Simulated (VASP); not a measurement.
Consider the following.

```
CELL_PARAMETERS angstrom
      4.32369     0.00000     0.00000
      0.00000     5.43252     0.00000
      0.00000     0.00000     4.76457
ATOMIC_POSITIONS crystal
  Cu 0.50000 0.00000 0.30100
  Cu 0.00000 0.50000 0.69900
  Cu 0.00000 0.75052 0.15581
  Cu 0.00000 0.24948 0.15581
  Cu 0.50000 0.74948 0.84419
  Cu 0.50000 0.25052 0.84419
  Sn 0.50000 0.50000 0.34118
  Sn 0.00000 0.00000 0.65882
```

These are PBEsol GGA, VASP's PBE PAW potentials (set 64) (plane waves; VASP) values and carry that method's errors. Run with 300 eV cut-off, 4×3×4 Γ-centred mesh, Fermi-Dirac smearing of 0.10 eV, potentials Cu Sn_d.

At this cut-off the stress carries a Pulay error, which pulls relaxed volumes low.

Question: Which forces act on the atoms, in eV/Å?

Answer: 
| atom | Fx | Fy | Fz |
|---|---|---|---|
| Cu1 | 0.000 | 0.000 | -0.025 |
| Cu2 | 0.000 | 0.000 | 0.025 |
| Cu3 | 0.000 | 0.060 | -0.009 |
| Cu4 | 0.000 | -0.060 | -0.009 |
| Cu5 | 0.000 | -0.060 | 0.009 |
| Cu6 | 0.000 | 0.060 | 0.009 |
| Sn7 | 0.000 | 0.000 | -0.001 |
| Sn8 | 0.000 | 0.000 | 0.001 |

Question: Give the stress tensor in GPa (positive for a compressed cell).

Answer: 
```
-3.13   0.00   0.00
 0.00  -4.93   0.00
 0.00   0.00  -1.89
```
The pressure is its mean diagonal, -3.32 GPa.

The structure comes from a computed database's Cu3Sn entry (Pmmn); how it stands against other phases isn't given here. The cell was not relaxed at this level. The k-mesh is coarse (spacing up to 0.39 per Å, 2π included), so the numbers may not be converged in it.
